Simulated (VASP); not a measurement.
```
CELL_PARAMETERS angstrom
      0.00000     3.51390     3.51390
      3.51390     0.00000     3.51390
      3.51390     3.51390     0.00000
ATOMIC_POSITIONS crystal
  Rb 0.00000 0.00000 0.00000
  Br 0.50000 0.50000 0.50000
```
Cell charge +0.5.

Level of theory: PBE GGA, VASP's PBE PAW potentials (set 64) (plane waves; VASP). Settings: NELECT = 15.5, 400 eV cut-off, 6×6×6 Γ-centred mesh, Gaussian smearing of 0.050 eV, potentials Rb_sv Br.

The cell is charged, with a uniform compensating background.

### Question
Estimate the energy per atom (σ→0), pressure, band gap (on the k-mesh) with the smallest direct gap where there is one.

### Answer

- band gap (on the k-mesh) = none (metal, semimetal or under 0.01 eV)
- energy per atom (σ→0) = -2.465 eV/atom
- pressure = -3.16 GPa

Only differences to runs with the same potentials and settings are physical.

The compound is RbBr in the rock salt structure. The cell was not relaxed at this level. The run is one of a series of settings (NELECT = 15.5 against the base run), some of them coarse on purpose.
